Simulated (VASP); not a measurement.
VASP runs on MgB₂ (AlB2 type) share one base input (PBE GGA, plane waves, VASP's PBE PAW potentials (set 64)) and change the settings named in each case.

INCAR:
```
! general
SYSTEM = MgB2
PREC   = Accurate
ENCUT  = 520
LREAL  = .FALSE.
LASPH  = .TRUE.

! electronic loop
EDIFF  = 1E-6
NELM   = 100
ALGO   = Normal

! smearing
ISMEAR = 1
SIGMA  = 0.1

! functional
GGA    = PE

! ions
ISIF   = 2

! output
LWAVE  = .FALSE.
LCHARG = .FALSE.
```

File POSCAR:
```
MgB2
3.090
  0.5000000000  -0.8660252427   0.0000000000
  0.5000000000   0.8660252427   0.0000000000
  0.0000000000   0.0000000000   1.1391585761
Mg B
1 2
Cartesian
  0.0000000000   0.0000000000   0.0000000000
  0.5000000000   0.2886756583   0.5695792880
  0.5000000000  -0.2886756583   0.5695792880
```

KPOINTS:
```
Automatic
0
Gamma
10 10 8
0 0 0
```

POTCAR, in this order: Mg B (PBE.64 set). Program: vasp_std.

```csv
change,E(σ→0) (eV/atom),pressure (GPa),−TS (eV),irreducible k-points
base run,-5.1067,-1.59,0.0003,70
KPOINTS 2×2×2 Γ-centred mesh,-4.6462,-1.20,-0.0065,4
KPOINTS 5×5×4 Γ-centred mesh,-5.1092,-2.02,-0.0016,15
KPOINTS 6×6×5 Γ-centred mesh,-5.1016,-1.55,-0.0003,21
KPOINTS 7×7×6 Γ-centred mesh,-5.1082,-1.86,-0.0006,32
KPOINTS 11×11×9 Γ-centred mesh,-5.1064,-1.86,-0.0003,80
KPOINTS 14×14×11 Γ-centred mesh,-5.1068,-1.76,0.0002,144
```

Left out are runs that ran out of time, are held back, or changed the cell or the kind of run, fixed moments of cells without a moment, rows past the twelfth, gaps on odd meshes, pressures of charged cells and columns that move by less than the noise.

The compound is MgB2 in the AlB2 type structure. The cell was not relaxed at this level.
